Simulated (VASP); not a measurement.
Here is the system:

```xyz
2
Lattice="3.1781 0.0000 0.0000 0.0000 3.1781 0.0000 0.0000 0.0000 3.1781" Properties=species:S:1:pos:R:3 pbc="T T T"
Zn     1.5891     1.5891     1.5891
Au     0.0000     0.0000     0.0000
```

Computed with revPBE GGA, VASP's PBE PAW potentials (set 64) (plane waves; VASP). Run with 520 eV cut-off, 11×11×11 Γ-centred mesh, first-order Methfessel-Paxton smearing of 0.10 eV, potentials Zn Au.

Unless said otherwise, spin-orbit coupling is left out, though it shifts the bands of the heavy elements here.

Estimate the energy per atom (σ→0), pressure, band gap (on the k-mesh) with the smallest direct gap where there is one.

```yaml
band gap (on the k-mesh): none (metal, semimetal or under 0.01 eV)
energy per atom (σ→0): -1.976 eV/atom
pressure: 3.64 GPa
```

The compound is AuZn in the CsCl type structure. This cell is one point of a volume scan, at 0.97 of the reference volume. The electron count is odd and the run is not spin-polarised, which forces a metal.
